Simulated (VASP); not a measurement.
```xyz
2
Lattice="2.9067 0.0000 0.0000 0.0000 2.9067 0.0000 0.0000 0.0000 2.9067" Properties=species:S:1:pos:R:3 pbc="T T T"
Cr     0.0000     0.0000     0.0000
Cr     1.4533     1.4533     1.4533
```
Starting moments (μB, in the order of the record's atoms Cr Cr): 1.0 -1.0.

All values below come from vdW-DF2, VASP's PBE PAW potentials (set 64) (plane waves; VASP). Run with 520 eV cut-off, 11×11×11 Γ-centred mesh, first-order Methfessel-Paxton smearing of 0.10 eV, potentials Cr_pv.

Question: What does the run give for the cell moment, energy per atom (σ→0), band gap (on the k-mesh) with the smallest direct gap where there is one?

Answer: 
```
Item                                                        Result
------------------------  ----------------------------------------
band gap (on the k-mesh)  none (metal, semimetal or under 0.01 eV)
cell moment                                                0.00 μB
energy per atom (σ→0)                               -5.662 eV/atom
```

Question: Give the moment on each site (PAW-sphere projection).

Answer: 
| site | moment (μB) |
|---|---|
| Cr1 | 0.97 |
| Cr2 | -0.97 |

Only differences to runs with the same potentials and settings are physical.

The compound is Cr in the bcc, AFM order structure. It was relaxed first. The start is the result of an earlier pass.
